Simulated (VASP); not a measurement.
CdS (Hawleyite):

```
CELL_PARAMETERS angstrom
0.00000 2.96321 2.96321
2.96321 0.00000 2.96321
2.96321 2.96321 0.00000
ATOMIC_POSITIONS crystal
Cd 0.00000 0.00000 0.00000
S 0.25000 0.25000 0.25000
```

```yaml
Program: VASP 6.6.1
Task: relaxation of cell and atoms
Functional: LDA
Potentials_or_basis: VASP PAW LDA potentials, release 64 (Cd, S)
Cutoff: 600 eV
k_mesh: 8 × 8 × 8
Occupations: gaussian, width 0.02 eV
Spin: no spin polarisation
```

At the start: pressure -4.5 GPa; volume 26.02 Å³/atom.

Task: How do energy, volume and symmetry change on relaxing?

Result: Over 3 steps the energy falls by 30.2 meV/atom and the volume is 24.02 Å³/atom (-7.7 %); space group F-43m (No. 216, to 0.05 Å).

Step by step:
```csv
step,energy change (eV),largest force (eV/Å),pressure (GPa),volume (Å³)
1,0.0000,0.0000,-4.50,52.04
2,-0.0522,0.0000,2.03,46.73
3,-0.0604,0.0000,0.01,48.05
```

Final structure:
```yaml
crystal:
  lattice:
    - [0.00000, 2.88544, 2.88544]
    - [2.88544, 0.00000, 2.88544]
    - [2.88544, 2.88544, 0.00000]
  atoms:
    - { symbol: Cd, position: [0.00000, 0.00000, 0.00000] }
    - { symbol: S, position: [0.25000, 0.25000, 0.25000] }
```
